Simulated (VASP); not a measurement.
Output of a VASP run:

OSZICAR:
```
       N       E                     dE             d eps       ncg     rms          rms(c)
DAV:   1     0.224495189252E+03    0.22450E+03   -0.13980E+04  2696   0.182E+03
DAV:   2    -0.164943707568E+02   -0.24099E+03   -0.23943E+03  2864   0.495E+02
DAV:   3    -0.244539538839E+02   -0.79596E+01   -0.79085E+01  3424   0.103E+02
DAV:   4    -0.245867747300E+02   -0.13282E+00   -0.13270E+00  3400   0.127E+01
DAV:   5    -0.245896893390E+02   -0.29146E-02   -0.29150E-02  3704   0.137E+00    0.168E+01
DAV:   6    -0.213363219390E+02    0.32534E+01   -0.18151E+01  2808   0.522E+01    0.202E+00
DAV:   7    -0.212851586266E+02    0.51163E-01   -0.17829E-01  2864   0.505E+00    0.118E+00
DAV:   8    -0.212548734206E+02    0.30285E-01   -0.26648E-02  3360   0.242E+00    0.137E-01
DAV:   9    -0.212547605943E+02    0.11283E-03   -0.21156E-03  3280   0.518E-01    0.805E-02
DAV:  10    -0.212548182748E+02   -0.57681E-04   -0.12362E-04  3872   0.113E-01    0.447E-02
DAV:  11    -0.212547880061E+02    0.30269E-04   -0.18416E-04  2824   0.170E-01    0.780E-03
DAV:  12    -0.212547883460E+02   -0.33989E-06   -0.17569E-06  2040   0.155E-02
   1 F= -.21254788E+02 E0= -.21254829E+02  d E =-.212548E+02
```

File OUTCAR:
```
------------------------ aborting loop because EDIFF is reached ----------------------------------------
  FORCE on cell =-STRESS in cart. coord.  units (eV):
  Direction    XX          YY          ZZ          XY          YZ          ZX
  --------------------------------------------------------------------------------------
  Total       -0.0293137     -0.0293137     -0.0293137      0.0000000     -0.0000000      0.0000000
  in kB       -2.1656573     -2.1656573     -2.1656573      0.0000000     -0.0000000      0.0000000
  external PRESSURE =      -2.1656573 kB  Pullay stress =       0.0000000 kB
  volume of cell :       21.69
      direct lattice vectors                 reciprocal lattice vectors
     2.788670445  0.000000000  0.000000000     0.358593824  0.000000000  0.000000000
     0.000000000  2.788670445  0.000000000     0.000000000  0.358593824  0.000000000
     0.000000000  0.000000000  2.788670445     0.000000000  0.000000000  0.358593824
 POSITION                                       TOTAL-FORCE (eV/Angst)
 -----------------------------------------------------------------------------------
      0.00000      0.00000      0.00000        -0.000000     -0.000000     -0.000000
      1.39434      1.39434      1.39434         0.000000      0.000000      0.000000
 -----------------------------------------------------------------------------------
    total drift:                               -0.000000      0.000000      0.000000
  FREE ENERGIE OF THE ION-ELECTRON SYSTEM (eV)
  ---------------------------------------------------
  free  energy   TOTEN  =       -21.2547883460 eV

  energy  without entropy=      -21.2549093450  energy(sigma->0) =      -21.25482868

 reached required accuracy - stopping structural energy minimisation
```
(Selected blocks of OUTCAR.)

File POSCAR:
```
Cr
1
    2.7886704453    -0.0000000000     0.0000000000
    0.0000000000     2.7886704453    -0.0000000000
    0.0000000000     0.0000000000     2.7886704453
Cr
2
Direct
  0.0000000000   1.0000000000   0.0000000000
  0.5000000000   0.5000000000   0.5000000000
```

Problem. Write an INCAR and KPOINTS that could have produced this output.

Solution. Several could match; the one computed here: the input of the run itself, LDA (Ceperley-Alder, Perdew-Zunger), plane waves, VASP's LDA PAW potentials (set 64).

### INCAR
```
ALGO=Normal
EDIFF=1E-6
EDIFFG=-0.02
ENCUT=500
IBRION=2
ISIF=3
ISMEAR=1
LASPH=T
LCHARG=F
LMAXMIX=4
LREAL=F
LWAVE=F
NELM=100
NSW=40
PREC=Accurate
SIGMA=0.1
SYSTEM=Cr
```

### KPOINTS
```
Automatic mesh
0
Gamma
13 13 13
0 0 0
```

POTCAR, in this order: Cr_pv (LDA.64 set). Program: vasp_std.

The compound is Cr in the bcc, AFM order structure. It was relaxed first, which changed the volume by -9 %. The run is not spin-polarised, so no magnetic state was tried.
